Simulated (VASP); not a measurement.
```
SnSe2
1.0
    1.95611    -3.38808     0.00000
    1.95611     3.38808     0.00000
    0.00000     0.00000     6.25452
Sn Se
1 2
Direct
  0.00000   0.00000   0.00000
  0.33333   0.66667   0.25981
  0.66667   0.33333   0.74019
```

Method: vdW-DF-cx, VASP's PBE PAW potentials (set 64) (plane waves; VASP). Run with 520 eV cut-off, 7×7×4 Γ-centred mesh, Gaussian smearing of 0.050 eV, potentials Sn_d Se.

Q: The ions and cell shape at fixed volume are relaxed. What does this cell relax into?

A: 
```
SnSe2
1.0
    1.92566    -3.33534     0.00000
    1.92566     3.33534     0.00000
    0.00000     0.00000     6.45386
Sn Se
1 2
Direct
  0.00000   0.00000   0.00000
  0.33333   0.66667   0.24757
  0.66667   0.33333   0.75243
```
Space group P-3m1 (164), at a tolerance of 0.03 Å.

Q: How much energy does the relaxation gain?

A: The energy (σ→0) changes by -10.1 meV/atom, in 5 ionic steps.

```
step  E(σ→0) (eV)  max force (eV/Å)  pressure (GPa)  volume (Å³)
----  -----------  ----------------  --------------  -----------
1         -5.7462             0.376           -3.40        82.90
2         -5.7573             0.234           -2.92        82.90
3         -5.7642             0.007           -2.13        82.90
4         -5.7715             0.003           -1.77        82.90
5         -5.7764             0.004           -1.10        82.90
```

The compound is SnSe2 in the 1T layered structure. This cell is one point of a volume scan, at 1.06 of the reference volume. Symmetry was kept, so distortions that lower it aren't found.
